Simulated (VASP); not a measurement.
GeSb2Te4:

```
Ge Sb Te
1.0
     0.00000    5.91500    5.91500
     5.91500    0.00000    5.91500
     5.91500    5.91500    0.00000
Ge Sb Te
2 4 8
Direct
  0.25000 0.25000 0.25000
  0.00000 0.00000 0.00000
  0.62500 0.62500 0.62500
  0.12500 0.62500 0.62500
  0.62500 0.12500 0.62500
  0.62500 0.62500 0.12500
  0.38500 0.84500 0.38500
  0.38500 0.38500 0.38500
  0.38500 0.38500 0.84500
  0.84500 0.38500 0.38500
  0.40500 0.86500 0.86500
  0.86500 0.40500 0.86500
  0.86500 0.86500 0.40500
  0.86500 0.86500 0.86500
```

The cell was built by a generator and needn't be a form met in nature.

* Program: VASP 6.6.1
* Task: relaxation of cell and atoms
* Functional: PBE
* Potentials or basis: VASP PAW PBE potentials, release 64 (Ge_d, Sb, Te)
* Cutoff: 520 eV
* k mesh: 2 × 2 × 2
* Occupations: gaussian, width 0.15 eV
* Spin: no spin polarisation

At the start: pressure 14.7 GPa; volume 29.56 Å³/atom.

How do energy, volume and symmetry change on relaxing?

Over 6 steps the energy falls by 309.6 meV/atom and the volume is 35.96 Å³/atom (+21.6 %); space group Fd-3m (No. 227, to 0.05 Å).

The path:
```csv
step,energy change (eV),largest force (eV/Å),pressure (GPa),volume (Å³)
1,0.0000,2.0959,14.67,413.90
2,-2.8336,0.2709,-4.67,598.10
3,-4.2570,0.3107,-0.28,515.80
4,-4.2571,0.3267,-0.06,513.61
5,-4.2917,0.2600,-0.09,511.05
6,-4.3341,0.0061,0.33,503.41
```

Final structure:
```cif
data_structure
_symmetry_space_group_name_H-M 'P 1'
_symmetry_Int_Tables_number 1
_cell_length_a 8.9292
_cell_length_b 8.9292
_cell_length_c 8.9292
_cell_angle_alpha 60.000
_cell_angle_beta 60.000
_cell_angle_gamma 60.000
_cell_volume 503.41
loop_
_atom_site_label
_atom_site_type_symbol
_atom_site_fract_x
_atom_site_fract_y
_atom_site_fract_z
_atom_site_occupancy
Ge1 Ge 0.25000 0.25000 0.25000 1
Ge2 Ge 0.00000 0.00000 0.00000 1
Sb1 Sb 0.62500 0.62500 0.62500 1
Sb2 Sb 0.12500 0.62500 0.62500 1
Sb3 Sb 0.62500 0.12500 0.62500 1
Sb4 Sb 0.62500 0.62500 0.12500 1
Te1 Te 0.37947 0.86158 0.37947 1
Te2 Te 0.37947 0.37947 0.37947 1
Te3 Te 0.37947 0.37947 0.86158 1
Te4 Te 0.86158 0.37947 0.37947 1
Te5 Te 0.38842 0.87053 0.87053 1
Te6 Te 0.87053 0.38842 0.87053 1
Te7 Te 0.87053 0.87053 0.38842 1
Te8 Te 0.87053 0.87053 0.87053 1
```

Caveat: the k mesh is coarse (spacing up to 0.46 Å⁻¹), so the values aren't converged; the volume moved by over 15 % at a fixed basis, so the end points are rough.
